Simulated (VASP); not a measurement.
The system is Si2Sb2Te.

```
CELL_PARAMETERS angstrom
6.23300 -3.56700 0.00000
6.23300 3.56700 0.00000
0.00000 0.00000 6.68500
ATOMIC_POSITIONS crystal
Si 0.98939 0.65942 0.78527
Si 0.34058 0.01061 0.78527
Si 0.65942 0.98939 0.28527
Si 0.01061 0.34058 0.28527
Sb 0.67449 0.04202 0.67756
Sb 0.95798 0.32551 0.67756
Sb 0.32551 0.95798 0.17756
Sb 0.04202 0.67449 0.17756
Te 0.30852 0.69148 0.63613
Te 0.69148 0.30852 0.13613
```

The cell was built by a generator and needn't be a form met in nature.

```yaml
Program: VASP 6.6.1
Task: relaxation of cell and atoms
Functional: PBE
Potentials_or_basis: VASP PAW PBE potentials, release 64 (Si, Sb, Te)
Cutoff: 520 eV
k_mesh: 6 × 6 × 6
Occupations: gaussian, width 0.1 eV
Spin: no spin polarisation
```

At the start: pressure 0.5 GPa; volume 29.73 Å³/atom.

Question: Where does the relaxation end?

Answer: Over 31 steps the energy falls by 24.9 meV/atom and the volume is 30.55 Å³/atom (+2.8 %); space group Cmc2_1 (No. 36, to 0.05 Å).

The path:
```csv
step,energy change (eV),largest force (eV/Å),pressure (GPa),volume (Å³)
1,0.0000,0.4429,0.51,297.26
2,-0.0992,0.4059,0.03,301.33
3,-0.1592,0.3326,-0.63,307.50
4,-0.2029,0.1621,0.20,303.51
5,-0.2029,0.1619,0.20,303.48
6,-0.2170,0.1589,-0.01,304.96
7,-0.2230,0.2002,-0.25,306.71
8,-0.2319,0.1545,-0.15,306.40
9,-0.2397,0.0871,0.04,305.77
10,-0.2397,0.0894,0.05,305.72
11,-0.2418,0.0596,0.03,305.97
12,-0.2436,0.0391,0.00,306.40
13,-0.2437,0.0491,-0.01,306.52
14,-0.2453,0.0413,-0.03,306.66
15,-0.2455,0.0430,-0.03,306.71
16,-0.2462,0.0246,-0.01,306.44
17,-0.2465,0.0273,0.01,306.16
18,-0.2469,0.0283,-0.01,306.17
19,-0.2472,0.0469,-0.06,306.19
20,-0.2474,0.0416,-0.05,306.04
21,-0.2479,0.0279,-0.01,305.61
22,-0.2478,0.0271,0.08,304.73
23,-0.2480,0.0210,0.03,305.24
24,-0.2481,0.0209,0.01,305.31
25,-0.2482,0.0209,-0.02,305.46
26,-0.2483,0.0195,-0.01,305.41
27,-0.2485,0.0151,0.01,305.24
28,-0.2486,0.0132,0.02,305.17
29,-0.2487,0.0118,0.01,305.28
30,-0.2488,0.0153,0.00,305.45
31,-0.2489,0.0050,0.00,305.49
```

Final structure:
```
CELL_PARAMETERS angstrom
6.15315 -3.61535 0.00000
6.15315 3.61535 0.00000
0.00000 0.00000 6.86628
ATOMIC_POSITIONS crystal
Si 0.98039 0.68152 0.78740
Si 0.31848 0.01961 0.78740
Si 0.68152 0.98039 0.28740
Si 0.01961 0.31848 0.28740
Sb 0.65598 0.04728 0.66989
Sb 0.95272 0.34402 0.66989
Sb 0.34402 0.95272 0.16989
Sb 0.04728 0.65598 0.16989
Te 0.31236 0.68764 0.64721
Te 0.68764 0.31236 0.14721
```
